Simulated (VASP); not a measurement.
Here is the system:

```
Bi
1.0
    4.08858    -2.26592    -0.02014
    4.08858     2.26592    -0.02014
    2.85113     0.00000     3.70437
Bi
2
Direct
  0.23724   0.23724   0.23724
  0.76276   0.76276   0.76276
```

All values below come from PBE GGA with D4 dispersion, VASP's PBE PAW potentials (set 64) (plane waves; VASP). Settings: 520 eV cut-off, Gaussian smearing of 0.050 eV, potentials Bi_d.

Unless said otherwise, spin-orbit coupling is left out, though it shifts the bands of the heavy elements here.

Estimate the band gap (along the path) with the smallest direct gap where there is one.

```json
{
 "band gap (along the path)": "none (metal, semimetal or under 0.01 eV)"
}
```

The compound is Bi in the a7 structure. It was relaxed first.
